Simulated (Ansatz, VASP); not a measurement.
# Na2MgCl4 (Na2MgCl4 (Pbam)): VASP beside Ansatz, part 2 of 2

Aim: how closely do two programs agree when they are given the same cell, functional and k mesh? The cell is taken from a series of runs on this material, whose earlier steps may have relaxed, scaled, displaced or heated it; both programs get it as it stands.

VASP 6.6.1 and Ansatz 0.2.0.

So far: The starting structure; Ansatz: relaxation of cell and atoms, PBEsol.

## (3) VASP: relaxation of cell and atoms, PBEsol

Level of this step: PBEsol; plane waves and PAW (Na_pv, Mg, Cl) (VASP).

The same cell, functional and mesh now go to VASP, with its own data sets.

Lines of VASP's logs that name or quote its potential files are left out, and so is its time.

Input file INCAR:

```
SYSTEM = Na2MgCl4
PREC = Accurate
ENCUT = 600
EDIFF = 1E-07
NELM = 120
ISMEAR = 0
SIGMA = 0.01
LREAL = .FALSE.
ALGO = Normal
GGA = PS
NBANDS = 58
LORBIT = 11
LWAVE = .FALSE.
LCHARG = .FALSE.
ISIF = 3
IBRION = 2
NSW = 80
EDIFFG = -0.005
LASPH = .TRUE.
GGA_COMPAT = .FALSE.
NELMIN = 4
EFERMI = MIDGAP
KPAR = 4
```

Input file POSCAR:

```
Na2MgCl4
1.0
    6.8883720000      0.0000000000      0.0000000000
    0.0000000000     11.8034080000      0.0000000000
    0.0000000000      0.0000000000      3.7993140000
Na Mg Cl
4 2 8
Direct
    0.0853449117      0.6815170881      0.5000000000
    0.9146550883      0.3184829119      0.5000000000
    0.4146550883      0.1815170881      0.5000000000
    0.5853449117      0.8184829119      0.5000000000
    0.5000000000      0.5000000000      0.0000000000
    0.0000000000      1.0000000000      0.0000000000
    0.1201010558      0.1965697746      0.0000000000
    0.8798989442      0.8034302254      0.0000000000
    0.6201010558      0.3034302254      0.0000000000
    0.3798989442      0.6965697746      0.0000000000
    0.2378482173      0.9563300701      0.5000000000
    0.7621517827      0.0436699299      0.5000000000
    0.7378482173      0.5436699299      0.5000000000
    0.2621517827      0.4563300701      0.5000000000
```

Input file KPOINTS:

```
Automatic mesh
0
Gamma
4 3 7
0 0 0
```

Potentials, in the order of the species: Na_pv, Mg and Cl (PBE family, release 64).

The run is started by

```bash
$ mpirun -np 4 vasp_std
```

Numbers of over 12 decimals in the logs are rounded to 6 here.

The program printed:

```text
[banner, memory and clock lines left out]
running    4 mpi-ranks, on    1 nodes
 distrk:  each k-point on    1 cores,    4 groups
 distr:  one band on    1 cores,    1 groups

 POSCAR found type information on POSCAR NaMgCl
 POSCAR found :  3 types and      14 ions
|                                                                             |
|               ----> ADVICE to this user running VASP <----                  |
|                                                                             |
|     You enforced a specific xc type in the INCAR file but a different       |
|     [... a line on the potential file left out ...]
|     I HOPE YOU KNOW WHAT YOU ARE DOING!                                     |
|                                                                             |

 LDA part: xc-table for (Slater+PW92), standard interpolation
 POSCAR, INCAR and KPOINTS ok, starting setup
 FFT: planning ... GRIDC
 FFT: planning ... GRID_SOFT
 FFT: planning ... GRID
 WAVECAR not read
 entering main loop
       N       E                     dE             d eps       ncg     rms          rms(c)
DAV:   1     0.916314588243E+03    0.91631E+03   -0.42903E+04  2800   0.163E+03
DAV:   2     0.799630297570E+02   -0.83635E+03   -0.79454E+03  3224   0.380E+02
DAV:   3    -0.456075725936E+02   -0.12557E+03   -0.12431E+03  3186   0.158E+02
DAV:   4    -0.517524499772E+02   -0.61449E+01   -0.61062E+01  3424   0.387E+01
DAV:   5    -0.519764557033E+02   -0.22401E+00   -0.22369E+00  3688   0.717E+00    0.658E+00
DAV:   6    -0.507779265657E+02    0.11985E+01   -0.21563E+00  3358   0.508E+00    0.468E+00
DAV:   7    -0.506395054132E+02    0.13842E+00   -0.69856E-01  3656   0.286E+00    0.276E+00
DAV:   8    -0.506550742176E+02   -0.15569E-01   -0.67555E-02  3214   0.120E+00    0.540E-01
DAV:   9    -0.506545713920E+02    0.50283E-03   -0.95782E-03  3744   0.411E-01    0.247E-01
DAV:  10    -0.506556816426E+02   -0.11103E-02   -0.13985E-03  3190   0.132E-01    0.129E-01
DAV:  11    -0.506567043192E+02   -0.10227E-02   -0.16081E-03  3060   0.141E-01    0.736E-02
DAV:  12    -0.506567367486E+02   -0.32429E-04   -0.58674E-05  3792   0.468E-02    0.496E-02
DAV:  13    -0.506567883293E+02   -0.51581E-04   -0.10947E-04  3142   0.370E-02    0.141E-02
DAV:  14    -0.506568005754E+02   -0.12246E-04   -0.13691E-05  3284   0.150E-02    0.973E-03
DAV:  15    -0.506568020936E+02   -0.15182E-05   -0.28512E-06  3056   0.673E-03    0.517E-03
DAV:  16    -0.506568016944E+02    0.39916E-06   -0.66674E-07  3200   0.334E-03    0.237E-03
DAV:  17    -0.506568015891E+02    0.10537E-06   -0.14451E-07  2352   0.155E-03    0.975E-04
DAV:  18    -0.506568016418E+02   -0.52686E-07   -0.32617E-08  2140   0.105E-03
   1 F= -.50656802E+02 E0= -.50656802E+02  d E =-.506568E+02
[... from here on, the cycles between the ionic steps are left out ...]
   2 F= -.50659399E+02 E0= -.50659399E+02  d E =-.259778E-02
   3 F= -.50659639E+02 E0= -.50659639E+02  d E =-.283715E-02
   4 F= -.50659963E+02 E0= -.50659963E+02  d E =-.324682E-03
   5 F= -.50660403E+02 E0= -.50660403E+02  d E =-.764557E-03
   6 F= -.50660403E+02 E0= -.50660403E+02  d E =-.764672E-03
   7 F= -.50660491E+02 E0= -.50660491E+02  d E =-.874211E-04
   8 F= -.50660524E+02 E0= -.50660524E+02  d E =-.120770E-03
   9 F= -.50660558E+02 E0= -.50660558E+02  d E =-.154609E-03
 curvature:  -2.97 expect dE=-0.105E-03 dE for cont linesearch -0.130E-05
 trial: gam= 0.56857 g(F)=  0.932E-05 g(S)=  0.261E-04 ort = 0.511E-05 (trialstep = 0.238E+01)
 search vector abs. value=  0.606E-04
 bond charge predicted
       N       E                     dE             d eps       ncg     rms          rms(c)
DAV:   1    -0.506610474766E+02   -0.48936E-03   -0.42104E-02  3412   0.920E-01    0.158E-01
DAV:   2    -0.506606877498E+02    0.35973E-03   -0.19747E-03  3328   0.203E-01    0.604E-02
DAV:   3    -0.506606174852E+02    0.70265E-04   -0.17878E-04  3320   0.610E-02    0.333E-02
DAV:   4    -0.506606098284E+02    0.76568E-05   -0.14928E-05  3532   0.184E-02    0.155E-02
DAV:   5    -0.506606111119E+02   -0.12835E-05   -0.19861E-06  3394   0.715E-03    0.268E-03
DAV:   6    -0.506606112240E+02   -0.11211E-06   -0.15986E-07  2060   0.218E-03    0.160E-03
DAV:   7    -0.506606112643E+02   -0.40283E-07   -0.10486E-07  1652   0.147E-03
  10 F= -.50660611E+02 E0= -.50660611E+02  d E =-.531894E-04
 trial-energy change:   -0.000053  1 .order   -0.000051   -0.000091   -0.000011
 step:   2.6783(harm=  2.7233)  dis= 0.00147  next Energy=   -50.660612 (dE=-0.539E-04)
 reached required accuracy - stopping structural energy minimisation
```

Parts of OUTCAR (step 3):

```text
ion  position               nearest neighbor table
   1  0.085  0.682  0.500-
   2  0.915  0.318  0.500-
   3  0.415  0.182  0.500-
   4  0.585  0.818  0.500-
   5  0.500  0.500  0.000-   9 2.46  10 2.46  13 2.56  14 2.56  13 2.56  14 2.56
   6  0.000  0.000  0.000-   7 2.46   8 2.46  11 2.56  12 2.56  11 2.56  12 2.56
   7  0.120  0.197  0.000-   6 2.46
   8  0.880  0.803  0.000-   6 2.46
   9  0.620  0.303  0.000-   5 2.46
  10  0.380  0.697  0.000-   5 2.46
  11  0.238  0.956  0.500-   6 2.56   6 2.56
  12  0.762  0.044  0.500-   6 2.56   6 2.56
  13  0.738  0.544  0.500-   5 2.56   5 2.56
  14  0.262  0.456  0.500-   5 2.56   5 2.56

  LATTYP: Found a simple orthorhombic cell.
 ALAT       =     3.7993140000
 B/A-ratio  =     1.8130567781
 C/A-ratio  =     3.1067208449

 Subroutine GETGRP returns: Found  8 space group operations
 (whereof  4 operations were pure point group operations)

The static configuration has the point symmetry C_2h.
 The point group associated with its full space group is D_2h.

 Found     24 irreducible k-points:

   k-points           NKPTS =     24   k-points in BZ     NKDIM =     24   number of bands    NBANDS=     58

   dimension x,y,z NGX =    56 NGY =   96 NGZ =   30
   dimension x,y,z NGXF=   112 NGYF=  192 NGZF=   60

   ENCUT  =  600.0 eV  44.10 Ry    6.64 a.u.  13.76 23.57  7.59*2*pi/ulx,y,z

   NELECT =      88.0000    total number of electrons

 k-points in reciprocal lattice and weights: Automatic mesh
   0.00000000  0.00000000  0.00000000       0.012
   0.25000000  0.00000000  0.00000000       0.024
   0.50000000  0.00000000  0.00000000       0.012
   0.00000000  0.33333333  0.00000000       0.024
   0.25000000  0.33333333  0.00000000       0.048
   0.50000000  0.33333333  0.00000000       0.024
   0.00000000  0.00000000  0.14285714       0.024
   0.25000000  0.00000000  0.14285714       0.048
   0.50000000  0.00000000  0.14285714       0.024
[...]
0.25000000  0.33333333  0.42857143       0.095
   0.50000000  0.33333333  0.42857143       0.048

 average (electrostatic) potential at core
       1 -46.6652       2 -46.6652       3 -46.6652       4 -46.6652       5 -39.0559
       6 -39.0559       7 -93.2948       8 -93.2948       9 -93.2948      10 -93.2948
      11 -93.3796      12 -93.3796      13 -93.3796      14 -93.3796

 E-fermi :   2.3916

 k-point     1 :       0.0000    0.0000    0.0000
  band No.  band energies     occupation
    ...
     40      -0.2938      2.00000
     41      -0.2727      2.00000
     42      -0.2052      2.00000
     43      -0.0799      2.00000
     44      -0.0742      2.00000
     45       4.8574      0.00000
     46       6.3478      0.00000
     47       6.9361      0.00000
     48       7.0732      0.00000
     49       7.2276      0.00000
    ...

 k-point     2 :       0.2500    0.0000    0.0000
  band No.  band energies     occupation
    ...
     40      -0.4133      2.00000
     41      -0.2463      2.00000
     42      -0.2025      2.00000
     43      -0.1327      2.00000
     44      -0.1222      2.00000
     45       5.3228      0.00000
     46       6.4708      0.00000
     47       6.8297      0.00000
     48       6.8509      0.00000
     49       7.1981      0.00000
    ...

 k-point     3 :       0.5000    0.0000    0.0000
  band No.  band energies     occupation
    ...
     40      -0.3278      2.00000
     41      -0.2205      2.00000
     42      -0.2205      2.00000
     43      -0.2087      2.00000
     44      -0.2087      2.00000
     45       6.1920      0.00000
     46       6.1920      0.00000
     47       6.8373      0.00000
     48       6.8373      0.00000
     49       7.0159      0.00000
    ...

  Total       -0.0044559      0.0313430      0.0265844      0.0000000      0.0000000      0.0000000
  in kB       -0.0232139      0.1632877      0.1384971      0.0000000      0.0000000      0.0000000
  external PRESSURE =       0.0928570 kB  Pullay stress =       0.0000000 kB

  energy-cutoff  :      600.00
  volume of cell :      307.54
      direct lattice vectors                 reciprocal lattice vectors
     6.880193730 -0.000000000  0.000000000     0.145344745 -0.000000000  0.000000000
     0.000000000 11.799477970  0.000000000     0.000000000  0.084749512  0.000000000
     0.000000000  0.000000000  3.788208253     0.000000000  0.000000000  0.263977040

 POSITION                                       TOTAL-FORCE (eV/Angst)
 -----------------------------------------------------------------------------------
      0.59167      8.03426      1.89410        -0.001388     -0.002515      0.000000
      6.28852      3.76522      1.89410         0.001388      0.002515     -0.000000
      2.84842      2.13452      1.89410         0.001388     -0.002515     -0.000000
      4.03177      9.66496      1.89410        -0.001388      0.002515      0.000000
      3.44010      5.89974      0.00000        -0.000000      0.000000      0.000000
      6.88019     -0.00000      0.00000        -0.000000      0.000000      0.000000
      0.82854      2.31221      3.78821         0.001876      0.003759      0.000000
      6.05166      9.48727      0.00000        -0.001876     -0.003759     -0.000000
      4.26863      3.58753      0.00000         0.001876     -0.003759      0.000000
      2.61156      8.21195      0.00000        -0.001876      0.003759     -0.000000
      1.62473     11.27945      1.89410         0.000215     -0.003985     -0.000000
      5.25546      0.52003      1.89410        -0.000215      0.003985      0.000000
      5.06483      6.41977      1.89410         0.000215      0.003985     -0.000000
      1.81536      5.37971      1.89410        -0.000215     -0.003985      0.000000
 -----------------------------------------------------------------------------------
    total drift:                               -0.000000      0.000000      0.000000

  FREE ENERGIE OF THE ION-ELECTRON SYSTEM (eV)
  ---------------------------------------------------
  free  energy   TOTEN  =       -50.6606112643 eV

  energy  without entropy=      -50.6606112643  energy(sigma->0) =      -50.66061126

 reached required accuracy - stopping structural energy minimisation

 total charge
# of ion       s       p       d       tot
------------------------------------------
    1        0.041   5.980   0.000   6.022
    2        0.041   5.980   0.000   6.022
    3        0.041   5.980   0.000   6.022
    4        0.041   5.980   0.000   6.022
    5        0.127   0.123   0.042   0.292
    6        0.127   0.123   0.042   0.292
    7        1.580   3.569   0.000   5.149
    8        1.580   3.569   0.000   5.149
    9        1.580   3.569   0.000   5.149
   10        1.580   3.569   0.000   5.149
   11        1.581   3.551   0.000   5.132
   12        1.581   3.551   0.000   5.132
   13        1.581   3.551   0.000   5.132
   14        1.581   3.551   0.000   5.132
--------------------------------------------------
tot         13.067  52.645   0.083  65.795

[... 3 further parts left out ...]
```

CONTCAR:

```
Na2MgCl4
   1.00000000000000
     6.8801937296626043   -0.0000000000000000    0.0000000000000000
     0.0000000000000000   11.7994779699264569    0.0000000000000000
     0.0000000000000000    0.0000000000000000    3.7882082525470206
  Na              Mg              Cl
     4     2     8
Direct
     0.0859967555356201    0.6808997363341369    0.5000000000000000
     0.9140032444643799    0.3191002636658628    0.5000000000000000
     0.4140032444643799    0.1808997363341372    0.5000000000000000
     0.5859967555356201    0.8191002636658631    0.5000000000000000
     0.5000000000000000    0.5000000000000000    0.0000000000000000
     1.0000000000000000    0.0000000000000000    0.0000000000000000
     0.1204235830939503    0.1959586908582031    1.0000000000000000
     0.8795764169060496    0.8040413091417968    0.0000000000000000
     0.6204235830939504    0.3040413091417970    0.0000000000000000
     0.3795764169060497    0.6959586908582032    0.0000000000000000
     0.2361462951406866    0.9559276442041228    0.5000000000000000
     0.7638537048593134    0.0440723557958774    0.5000000000000000
     0.7361462951406866    0.5440723557958772    0.5000000000000000
     0.2638537048593135    0.4559276442041225    0.5000000000000000
```

## (4) Side by side

Known differences besides the potentials themselves: fixed occupations in Ansatz, narrow Gaussian smearing in VASP; the data sets hold 112 valence electrons in Ansatz (on its PAW soft_1 files) and 88 in VASP; the cutoff is 420 eV in Ansatz and 600 eV in VASP; Ansatz makes its cores anew for this functional, VASP keeps those of its PBE data sets; Ansatz adds a Pulay correction to the stress that steers its cell, VASP none. Total energies have different zeros and are not compared.

The two programs side by side:

| quantity | Ansatz | VASP | difference |
| --- | --- | --- | --- |
| volume (Å³) | 307.60 | 307.54 | +0.02 % |
| edge a after relaxation, in the typed setting (Å) | 6.880 | 6.880 | -0.01 % |
| edge b after relaxation, in the typed setting (Å) | 11.790 | 11.800 | -0.08 % |
| edge c after relaxation, in the typed setting (Å) | 3.792 | 3.788 | +0.11 % |

## (5) Results

```
difference in edge c after relaxation, in the typed setting (relaxation of cell and atoms, PBEsol) : 0.11 %
```

In words: The difference in edge c after relaxation, in the typed setting is 0.11 % (relaxation of cell and atoms, PBEsol), within the 1.2 % picked in this series as the mark of a large difference, as far as the stopping tolerances let one tell. The data sets hold unlike numbers of valence electrons (112 in Ansatz and 88 in VASP), so part of the differences comes from the potentials. Such differences can come from data sets, numerical settings and the points named under the comparisons, not from the functional's error against experiment.

[Lines on the potential files, build, host, timing and source positions are cut from VASP's logs without a mark.]

[Logs are printed without paths, hosts, clocks, repeated set-up lines and the standing remarks that a program may print on its own settings, such as how far it seeks lower states.]

[Hosts, paths, dates, database ids (printed as entryN), source tags and the programs' standing remarks are cut or masked in the printed files.]
